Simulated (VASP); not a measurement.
A run of VASP 6.6.1:

INCAR

```
SYSTEM = WF3
PREC = Accurate ; ENCUT = 600
EDIFF = 1E-6 ; ISMEAR = 0
SIGMA = 0.03 ; LREAL = .False.
LASPH = .True. ; NELM = 80
ALGO = Normal ; ISIF = 3
LWAVE = .False. ; LCHARG = .False.
GGA = PE ; IBRION = 2
NSW = 90 ; EDIFFG = -0.01
```

KPOINTS

```
Automatic mesh
0
Gamma
  8 8 8
  0 0 0
```

POSCAR

```
WF3
1.0
    3.6264041100      0.0000000000      0.0000000000
    0.0000000000      3.6264041100      0.0000000000
    0.0000000000      0.0000000000      3.6264041100
W F
1 3
Direct
    0.0000000000      0.0000000000      0.0000000000
    0.0000000000      0.0000000000      0.5000000000
    0.0000000000      0.5000000000      0.0000000000
    0.5000000000      0.0000000000      0.0000000000
```

Potentials or basis: VASP PAW PBE potentials, release 64 (W_sv, F).

Launch:

```sh
$ cat potpaw_PBE.64/W_sv/POTCAR potpaw_PBE.64/F/POTCAR > POTCAR
$ mpirun -np 1 vasp_std > vasp.out
```

Hardware: 1 thread of Intel(R) Xeon(R) 6975P-C (Granite Rapids) (shared host).

Problem. Estimate the wall time of this run.

Solution. Run time: 63 s on 1 thread of Intel(R) Xeon(R) 6975P-C (Granite Rapids) (shared host), peak memory 0.19 GiB. Counts: scf iterations 51, k points 35, ion steps 5.
